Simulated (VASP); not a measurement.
Calculation: PBE GGA, VASP's PBE PAW potentials (set 64) (plane waves; VASP 6.6.1).

A VASP calculation is set up with these files.

POSCAR:
```
Nb3Sn
1
    5.2656230858     0.0000000000     0.0000000000
   -0.0000000000     5.2656230858     0.0000000000
    0.0000000000     0.0000000000     5.2656230858
Nb Sn
6 2
Direct
  0.2500000000   0.0000000000   0.5000000000
  0.5000000000   0.2500000000   0.0000000000
  0.5000000000   0.7500000000   0.0000000000
  0.7500000000   0.0000000000   0.5000000000
  0.0000000000   0.5000000000   0.7500000000
  0.0000000000   0.5000000000   0.2500000000
  0.5000000000   0.5000000000   0.5000000000
  0.0000000000   0.0000000000   0.0000000000
```

INCAR:
```
ALGO = Normal
EDIFF = 1E-6
EDIFFG = -0.02
ENCUT = 500
GGA = PE
IBRION = 2
ISIF = 3
ISMEAR = 1
LASPH = .True.
LCHARG = .False.
LMAXMIX = 4
LREAL = .False.
LWAVE = .False.
NELM = 100
NSW = 40
PREC = Accurate
PSTRESS = 50
SIGMA = 0.1
SYSTEM = Nb3Sn
```

KPOINTS:
```
Automatic mesh
0
Gamma
6 6 6
0 0 0
```

POTCAR, in this order: Nb_sv Sn_d (PBE.64 set). Program: vasp_std.

What VASP printed:

File OSZICAR:
```
       N       E                     dE             d eps       ncg     rms          rms(c)
DAV:   1     0.180399792013E+04    0.18040E+04   -0.50617E+04  2644   0.220E+03
DAV:   2     0.220289006146E+03   -0.15837E+04   -0.15518E+04  2536   0.823E+02
DAV:   3    -0.388681573314E+02   -0.25916E+03   -0.24940E+03  3311   0.278E+02
DAV:   4    -0.704195750893E+02   -0.31551E+02   -0.30727E+02  3880   0.851E+01
DAV:   5    -0.730865640738E+02   -0.26670E+01   -0.26391E+01  4560   0.219E+01    0.182E+01
DAV:   6    -0.705102393618E+02    0.25763E+01   -0.90937E+00  3713   0.153E+01    0.601E+00
DAV:   7    -0.702901725002E+02    0.22007E+00   -0.18824E+00  3944   0.688E+00    0.268E+00
DAV:   8    -0.702985276916E+02   -0.83552E-02   -0.25292E-01  4073   0.267E+00    0.629E-01
DAV:   9    -0.702997088518E+02   -0.11812E-02   -0.39624E-02  4040   0.108E+00    0.399E-01
DAV:  10    -0.703003832793E+02   -0.67443E-03   -0.63352E-03  4002   0.384E-01    0.574E-02
DAV:  11    -0.703003359903E+02    0.47289E-04   -0.63760E-04  3464   0.140E-01    0.279E-02
DAV:  12    -0.703003225361E+02    0.13454E-04   -0.61798E-05  4200   0.432E-02    0.535E-03
DAV:  13    -0.703003218532E+02    0.68295E-06   -0.57475E-06  2672   0.131E-02
   1 F= -.65744059E+02 E0= -.65741760E+02  d E =-.657441E+02
```

### OUTCAR
```
------------------------ aborting loop because EDIFF is reached ----------------------------------------
  FORCE on cell =-STRESS in cart. coord.  units (eV):
  Direction    XX          YY          ZZ          XY          YZ          ZX
  --------------------------------------------------------------------------------------
  Total        4.4613149      4.4613149      4.4613149      0.0000000     -0.0000000     -0.0000000
  in kB       48.9580543     48.9580543     48.9580543      0.0000000     -0.0000000     -0.0000000
  external PRESSURE =      -1.0419457 kB  Pullay stress =      50.0000000 kB
  volume of cell :      146.00
      direct lattice vectors                 reciprocal lattice vectors
     5.265623086  0.000000000  0.000000000     0.189911048  0.000000000  0.000000000
     0.000000000  5.265623086  0.000000000     0.000000000  0.189911048  0.000000000
     0.000000000  0.000000000  5.265623086     0.000000000  0.000000000  0.189911048
 POSITION                                       TOTAL-FORCE (eV/Angst)
 -----------------------------------------------------------------------------------
      1.31641      0.00000      2.63281         0.000000     -0.000000      0.000000
      2.63281      1.31641      0.00000        -0.000000      0.000000     -0.000000
      2.63281      3.94922      0.00000        -0.000000     -0.000000      0.000000
      3.94922      0.00000      2.63281        -0.000000      0.000000     -0.000000
      0.00000      2.63281      3.94922         0.000000     -0.000000     -0.000000
      0.00000      2.63281      1.31641         0.000000     -0.000000      0.000000
      2.63281      2.63281      2.63281         0.000000      0.000000      0.000000
      0.00000      0.00000      0.00000         0.000000      0.000000      0.000000
 -----------------------------------------------------------------------------------
    total drift:                                0.000000     -0.000000      0.000000
  FREE ENERGIE OF THE ION-ELECTRON SYSTEM (eV)
  ---------------------------------------------------
  free  energy   TOTEN  =       -70.3003218532 eV

  energy  without entropy=      -70.2934235079  energy(sigma->0) =      -70.29802240
  enthalpy is  TOTEN    =       -65.7440594389 eV   P V=        4.5562624143

 reached required accuracy - stopping structural energy minimisation
```
(Selected blocks of OUTCAR.)

OUTCAR:
```
 val. band max:       11.5774060392   @ k =   0.1667   0.0000   0.0000

 cond. band min:      11.5861676120   @ k =   0.1667   0.0000   0.0000


 Fermi energy:        11.5836799814

 k-point     1 :       0.0000    0.0000    0.0000
  band No.  band energies     occupation
      1     -42.9755      2.00000
      2     -42.8994      2.00000
      3     -42.8994      2.00000
      4     -42.6692      2.00000
      5     -42.6692      2.00000
      6     -42.6692      2.00000
      7     -19.9249      2.00000
      8     -19.9249      2.00000
      9     -19.7710      2.00000
     10     -19.1865      2.00000
     11     -19.1865      2.00000
     12     -19.1865      2.00000
     13     -18.8169      2.00000
     14     -18.8169      2.00000
     15     -18.8169      2.00000
     16     -18.7941      2.00000
     17     -18.7941      2.00000
     18     -18.7941      2.00000
     19     -18.6982      2.00000
     20     -18.6982      2.00000
     21     -18.6982      2.00000
     22     -18.0814      2.00000
     23     -18.0814      2.00000
     24     -18.0814      2.00000
     25      -9.2401      2.00000
     26      -9.2401      2.00000
     27      -9.2244      2.00000
     28      -9.2244      2.00000
     29      -9.1980      2.00000
     30      -9.1980      2.00000
     31      -9.1980      2.00000
     32      -9.1946      2.00000
     33      -9.1946      2.00000
     34      -9.1946      2.00000
     35       2.2523      2.00000
     36       3.7940      2.00000
     37       7.9309      2.00000
     38       7.9309      2.00000
     39       7.9309      2.00000
     40       8.3072      2.00000
     41       8.3072      2.00000
     42       8.3072      2.00000
     43       8.7460      2.00000
     44       8.7460      2.00000
     45       9.2394      2.00000
     46       9.7328      2.00000
     47       9.7328      2.00000
     48       9.7328      2.00000
     49      10.1756      2.00000
     50      11.0258      2.00000
     51      11.0258      2.00000
...
```

Unless said otherwise, spin-orbit coupling is left out, though it shifts the bands of the heavy elements here.

The compound is Nb3Sn in the A15 structure. It was relaxed first under an external pressure of 5 GPa.
